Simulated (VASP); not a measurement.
# Driving VASP from ASE on Ruthenium

Do ASE scripts that read Ruthenium from different structure formats give one answer, and do several routes find one equilibrium volume? All runs use LDA. Left out of this account: 1 further run (fields: a reference on another mesh). The start is a cell from a database of measured crystal structures.

Main program and level: VASP 6.6.1; LDA; plane waves and PAW (Ru_pv).

Report form: the programs' logs are mostly left out.

### Step 1. The starting structure

It takes space group P6_3/mmc (No. 194, hexagonal). Conventional cell: a = 2.706 Å, b = 2.706 Å, c = 4.282 Å, α = 90.00°, β = 90.00°, γ = 120.00°. Ru has 12 Ru at 2.65 to 2.71 Å nearest.

Structure file:

```
Ru
1.0
     2.70580    0.00000    0.00000
    -1.35290    2.34329    0.00000
     0.00000    0.00000    4.28190
Ru
2
Direct
  0.33333 0.66667 0.25000
  0.66667 0.33333 0.75000
```

### Step 2. Self-consistent run (LDA, through ASE)

A single point through ASE, with the structure typed into the script.

run.py

```python
import numpy as np
from ase.calculators.vasp import Vasp
from ase import Atoms
from ase.dft.bandgap import bandgap

atoms = Atoms(['Ru', 'Ru'],
              cell=[[2.7058, 0.0, 0.0], [-1.3529, 2.34329154, 0.0], [0.0, 0.0, 4.2819]],
              scaled_positions=[[0.33333333, 0.66666667, 0.25], [0.66666667, 0.33333333, 0.75]],
              pbc=True)

calc = Vasp(
    xc='lda',
    pp='LDA',
    prec='Accurate',
    encut=400,
    ediff=1e-06,
    nelm=100,
    ismear=-1,
    sigma=0.05,
    lreal=False,
    algo='Normal',
    nbands=20,
    lasph=True,
    lorbit=11,
    lwave=False,
    lcharg=False,
    kpar=2,
    isif=2,
    pp_version='64',
    setups={'Ru': '_pv'},
    kpts=(16, 16, 9),
    gamma=True,
    txt='vasp.out',
)
atoms.calc = calc

print("energy (eV):", round(atoms.get_potential_energy(), 6))
print("Fermi level (eV):", round(calc.get_fermi_level(), 4))
print("forces (eV/A):")
print(np.round(atoms.get_forces(), 4))
print("stress (GPa, Voigt, tension positive):", np.round(atoms.get_stress() * 160.21766, 3))
gap, p1, p2 = bandgap(calc, direct=False)
print("gap on the mesh (eV):", round(gap, 4))
```

The projector-augmented-wave data sets are Ru_pv (LDA family, release 64).

Command:

```console
export ASE_VASP_COMMAND="mpirun -np 2 vasp_std"
python run.py
```

The job ended after 18 s (2 MPI ranks of AMD EPYC 7R43, shared host; peak memory 0.24 GiB; 34 s of CPU time).

At this level the cell is under a tension of 12.4 GPa, so at these settings it is away from equilibrium.

Numbers from this step:

```
SCF cycles              : 12
electrons               : 28
bands                   : 20
irreducible k-points    : 150
symmetry operations     : 24
free energy (TOTEN)     : -21.36 eV
energy at zero smearing : -21.36 eV
Fermi energy            : 12.72 eV
pressure                : -12.43 GPa
metallic                : yes
```

The pressure is -12.43 GPa and the largest force 0.000 eV/Å, so the cell is not at a minimum at these settings.

### Step 3. Total energy, forces and stress (LDA, through ASE)

The single point through ASE, with the structure read from a CIF with its space group. The mesh changes to 9×9×5, so this is no clean test of the format.

run.py, as its differences from that of step 2:

```diff
@@ -2,9 +2,6 @@
 from ase.calculators.vasp import Vasp
-from ase import Atoms
+from ase.io import read
 from ase.dft.bandgap import bandgap
 
-atoms = Atoms(['Ru', 'Ru'],
-              cell=[[2.7058, 0.0, 0.0], [-1.3529, 2.34329154, 0.0], [0.0, 0.0, 4.2819]],
-              scaled_positions=[[0.33333333, 0.66666667, 0.25], [0.66666667, 0.33333333, 0.75]],
-              pbc=True)
+atoms = read('Ru.cif')
 
@@ -30,3 +27,3 @@
     setups={'Ru': '_pv'},
-    kpts=(16, 16, 9),
+    kpts=(9, 9, 5),
     gamma=True,
```

Ru.cif

```cif
data_Ru
_cell_length_a 2.70580000
_cell_length_b 2.70580000
_cell_length_c 4.28190000
_cell_angle_alpha 90.00000000
_cell_angle_beta 90.00000000
_cell_angle_gamma 120.00000000
_space_group_name_H-M_alt 'P6_3/mmc'
_space_group_name_Hall '-P 6c 2c'
_space_group_IT_number 194
loop_
_space_group_symop_operation_xyz
'x,y,z'
'-x,-y,-z'
'x-y,x,z+1/2'
'-x+y,-x,-z+1/2'
'-y,x-y,z'
'y,-x+y,-z'
'-x,-y,z+1/2'
'x,y,-z+1/2'
'-x+y,-x,z'
'x-y,x,-z'
'y,-x+y,z+1/2'
'-y,x-y,-z+1/2'
'-y,-x,-z+1/2'
'y,x,z+1/2'
'-x,-x+y,-z'
'x,x-y,z'
'-x+y,y,-z+1/2'
'x-y,-y,z+1/2'
'y,x,-z'
'-y,-x,z'
'x,x-y,-z+1/2'
'-x,-x+y,z+1/2'
'x-y,-y,-z'
'-x+y,y,z'
loop_
_atom_site_label
_atom_site_type_symbol
_atom_site_symmetry_multiplicity
_atom_site_Wyckoff_symbol
_atom_site_fract_x
_atom_site_fract_y
_atom_site_fract_z
_atom_site_occupancy
Ru1 Ru 2 c 0.3333333333 0.6666666667 0.2500000000 1
```

Run time: 6.4 s. Hardware: 2 MPI ranks; peak memory 0.18 GiB; 10 s of CPU time.

The k-mesh is coarse for a metal. At this level the cell is under a tension of 12.6 GPa, so at these settings it is away from equilibrium.

Numbers from this step:

```
irreducible k-points    : 36
free energy (TOTEN)     : -21.39 eV
energy at zero smearing : -21.38 eV
Fermi energy            : 12.79 eV
pressure                : -12.59 GPa
```

The energy lies -11.25 meV an atom from the first script, on another mesh.

### Step 4. Relaxing cell and atoms (LDA, through ASE)

Properties are meant for the cell that this level of theory prefers, so cell and atoms are relaxed first (ISIF = 3) until forces and stress are small; EDIFFG sets the threshold.

run.py, as its differences from that of step 3:

```diff
@@ -3,3 +3,2 @@
 from ase.io import read
-from ase.dft.bandgap import bandgap
 
@@ -24,6 +23,9 @@
     kpar=2,
-    isif=2,
+    ibrion=2,
+    nsw=60,
+    isif=3,
+    ediffg=-0.01,
     pp_version='64',
     setups={'Ru': '_pv'},
-    kpts=(9, 9, 5),
+    kpts=(16, 16, 9),
     gamma=True,
@@ -38,3 +40,5 @@
 print("stress (GPa, Voigt, tension positive):", np.round(atoms.get_stress() * 160.21766, 3))
-gap, p1, p2 = bandgap(calc, direct=False)
-print("gap on the mesh (eV):", round(gap, 4))
+print("cell (A, degrees):", np.round(atoms.cell.cellpar(), 4))
+print("volume (A^3):", round(atoms.get_volume(), 4))
+print("positions:")
+print(np.round(atoms.get_scaled_positions(), 5))
```

Ru.cif

```cif
data_Ru
_cell_length_a 2.70580000
_cell_length_b 2.70580000
_cell_length_c 4.28190000
_cell_angle_alpha 90.00000000
_cell_angle_beta 90.00000000
_cell_angle_gamma 120.00000000
_space_group_name_H-M_alt 'P1'
_space_group_name_Hall 'P 1'
_space_group_IT_number 1
loop_
_space_group_symop_operation_xyz
'x,y,z'
loop_
_atom_site_label
_atom_site_type_symbol
_atom_site_symmetry_multiplicity
_atom_site_Wyckoff_symbol
_atom_site_fract_x
_atom_site_fract_y
_atom_site_fract_z
_atom_site_occupancy
Ru1 Ru 1 a 0.3333333333 0.6666666667 0.2500000000 1
Ru2 Ru 1 a 0.6666666667 0.3333333333 0.7500000000 1
```

It took 94 s on 2 MPI ranks; peak memory 0.26 GiB; 3.1 min of CPU time.

The run keeps the 24 symmetry operations of its start, so it cannot find a distortion of lower symmetry.

Relaxation path:

| step | energy less that of the first step (eV) | largest force (eV/Å) | pressure (GPa) | volume (Å³) |
| --- | --- | --- | --- | --- |
| 1 | 0.0000 | 0.0000 | -12.43 | 27.15 |
| 2 | 0.4648 | 0.0000 | 60.36 | 23.22 |
| 3 | -0.0387 | 0.0000 | -0.69 | 26.24 |
| 4 | -0.0388 | 0.0000 | -0.03 | 26.20 |
| 5 | -0.0388 | 0.0000 | 0.22 | 26.18 |
| 6 | -0.0388 | 0.0000 | -0.56 | 26.24 |
| 7 | -0.0389 | 0.0000 | -0.08 | 26.20 |
| 8 | -0.0389 | 0.0000 | -0.17 | 26.21 |
| 9 | -0.0389 | 0.0000 | -0.18 | 26.20 |
| 10 | -0.0389 | 0.0000 | -0.17 | 26.20 |
| 11 | -0.0389 | 0.0000 | 0.46 | 26.16 |
| 12 | -0.0389 | 0.0000 | 0.00 | 26.19 |

| conventional cell, symmetrised | before | after | change |
| --- | --- | --- | --- |
| a (Å) | 2.706 | 2.677 | -1.1 % |
| b (Å) | 2.706 | 2.677 | -1.1 % |
| c (Å) | 4.282 | 4.220 | -1.4 % |
| volume (Å³/atom) | 13.57 | 13.10 | -3.5 % |

The relaxed structure:

```
Ru
1.0
     2.67709    0.00000    0.00000
    -1.33854    2.31843    0.00000
     0.00000    0.00000    4.22020
Ru
2
Direct
  0.33333 0.66667 0.25000
  0.66667 0.33333 0.75000
```

Numbers from this step:

| Quantity | Value |
| --- | --- |
| irreducible k-points | 150 |
| free energy (TOTEN) | -21.40 eV |
| energy at zero smearing | -21.40 eV |
| Fermi energy | 13.39 eV |
| pressure | -0.004251 GPa |
| SCF cycles over all ionic steps | 66 |

It ends with forces that vanish by symmetry and a pressure of 0.00 GPa.

### Step 5. Equation of state by an ASE loop (LDA)

An ASE loop scales the volume and fits the energies, which gives the bulk modulus from energies alone.

run.py

```python
import numpy as np
from ase.calculators.vasp import Vasp
from ase.io import read
from ase.eos import EquationOfState
from ase.units import GPa

atoms = read('structure.vasp')

calc = Vasp(
    xc='lda',
    pp='LDA',
    prec='Accurate',
    encut=400,
    ediff=1e-06,
    nelm=100,
    ismear=-1,
    sigma=0.05,
    lreal=False,
    algo='Normal',
    nbands=20,
    lasph=True,
    lorbit=11,
    lwave=False,
    lcharg=False,
    kpar=2,
    isif=2,
    pp_version='64',
    setups={'Ru': '_pv'},
    kpts=(16, 16, 9),
    gamma=True,
    txt='vasp.out',
)
atoms.calc = calc

cell, volumes, energies = atoms.get_cell(), [], []
for x in [0.94, 0.96, 0.98, 1.0, 1.02, 1.04, 1.06]:
    atoms.set_cell(cell * x ** (1 / 3), scale_atoms=True)
    volumes.append(atoms.get_volume())
    energies.append(atoms.get_potential_energy())
    print(f"{x:.2f}  V = {volumes[-1]:.4f} A^3  E = {energies[-1]:.6f} eV")
v0, e0, b0 = EquationOfState(volumes, energies, eos="birchmurnaghan").fit()
print(f"V0 = {v0:.4f} A^3  E0 = {e0:.6f} eV  B0 = {b0 / GPa:.2f} GPa")
```

structure.vasp

```
Ru
1.0
    2.7058000000      0.0000000000      0.0000000000
   -1.3529000000      2.3432915376      0.0000000000
    0.0000000000      0.0000000000      4.2819000000
Ru
2
Direct
    0.3333333333      0.6666666667      0.2500000000
    0.6666666667      0.3333333333      0.7500000000
```

It took 1.9 min on 2 MPI ranks; peak memory 0.25 GiB; 3.8 min of CPU time.

Numbers from this step:

| Quantity | Value |
| --- | --- |
| bulk modulus | 367.9 GPa |
| equilibrium volume of the fit | 13.12 Å³/atom |

The fitted volume lies +0.20 % from the relaxed one.

### Step 6. Relaxation driven by ASE (LDA)

Here ASE drives the relaxation and calls VASP for forces and stress at each step.

run.py

```python
import numpy as np
from ase.calculators.vasp import Vasp
from ase import Atoms
from ase.optimize import BFGS
from ase.filters import FrechetCellFilter

atoms = Atoms(['Ru', 'Ru'],
              cell=[[2.7058, 0.0, 0.0], [-1.3529, 2.34329154, 0.0], [0.0, 0.0, 4.2819]],
              scaled_positions=[[0.33333333, 0.66666667, 0.25], [0.66666667, 0.33333333, 0.75]],
              pbc=True)

calc = Vasp(
    xc='lda',
    pp='LDA',
    prec='Accurate',
    encut=400,
    ediff=1e-06,
    nelm=100,
    ismear=-1,
    sigma=0.05,
    lreal=False,
    algo='Normal',
    nbands=20,
    lasph=True,
    lorbit=11,
    lwave=False,
    lcharg=False,
    kpar=2,
    isif=2,
    pp_version='64',
    setups={'Ru': '_pv'},
    kpts=(16, 16, 9),
    gamma=True,
    txt='vasp.out',
)
atoms.calc = calc

BFGS(FrechetCellFilter(atoms)).run(fmax=0.02, steps=30)
print("cell (A, degrees):", np.round(atoms.cell.cellpar(), 4))
print("volume (A^3):", round(atoms.get_volume(), 4))
print("energy (eV):", round(atoms.get_potential_energy(), 6))
print("Fermi level (eV):", round(calc.get_fermi_level(), 4))
print("forces (eV/A):")
print(np.round(atoms.get_forces(), 4))
print("stress (GPa, Voigt, tension positive):", np.round(atoms.get_stress() * 160.21766, 3))
```

The job ended after 73 s (2 MPI ranks; peak memory 0.24 GiB; 2.3 min of CPU time).

This step gave:

* optimizer steps: 3
* volume after bfgs: 13.09 Å³/atom

### Step 7. Side by side

```
                                                run  atoms     mesh  energy (eV/atom)  pressure (GPa)
               ASE, structure typed into the script      2  16×16×9         -10.67938         -12.425
ASE, structure read from a CIF with its space group      2    9×9×5         -10.69064         -12.590
```

### Step 8. A single point (LDA, through ASE), changed input

This run is made with a changed input; what comes of it follows.

run.py, as its differences from that of step 6:

```diff
@@ -3,4 +3,3 @@
 from ase import Atoms
-from ase.optimize import BFGS
-from ase.filters import FrechetCellFilter
+from ase.dft.bandgap import bandgap
 
@@ -17,3 +16,3 @@
     ediff=1e-06,
-    nelm=100,
+    nelm=82,
     ismear=-1,
@@ -29,2 +28,3 @@
     isif=2,
+    icharg=11,
     pp_version='64',
@@ -37,5 +37,2 @@
 
-BFGS(FrechetCellFilter(atoms)).run(fmax=0.02, steps=30)
-print("cell (A, degrees):", np.round(atoms.cell.cellpar(), 4))
-print("volume (A^3):", round(atoms.get_volume(), 4))
 print("energy (eV):", round(atoms.get_potential_energy(), 6))
@@ -45 +42,3 @@
 print("stress (GPa, Voigt, tension positive):", np.round(atoms.get_stress() * 160.21766, 3))
+gap, p1, p2 = bandgap(calc, direct=False)
+print("gap on the mesh (eV):", round(gap, 4))
```

It took 4 s on 2 MPI ranks.

The input was rejected at the start.

VASP's message: “ERROR: charge density could not be read from file CHGCAR for ICHARG>10”. No number of this run is used.

Settings moved from the usual: NELM = 82 and ICHARG = 11.

### Step 9. Results

```yaml
energy_ase_structure_typed_into_the_script: -10.67938 eV/atom
energy_ase_structure_read_from_a_cif_with_its_space_group: -10.69064 eV/atom
volume_from_vasp_s_own_relaxation: 13.10 Å³/atom
volume_from_the_fit_of_the_ase_volume_loop: 13.12 Å³/atom
volume_from_bfgs_in_ase: 13.09 Å³/atom
```

With the structure read from a CIF with its space group, ASE's run differs from the first script by -11.3 meV an atom, which comes from its other mesh. The routes to the equilibrium volume agree within 0.26 %. VASP's relaxation keeps the plane waves of its start, while ASE starts VASP afresh at each cell, and a loop at fixed shape can't relax anything but the volume.

[Lines on the potential files, build, host, timing and source positions are cut from VASP's logs without a mark.]

[Logs are printed without paths, hosts, clocks, repeated set-up lines and the standing remarks that a program may print on its own settings, such as how far it seeks lower states.]

[Hosts, paths, dates, database ids (printed as entryN), source tags and the programs' standing remarks are cut or masked in the printed files.]

[A measured line is paired with the nearest computed mode of its activity, which favours agreement.]
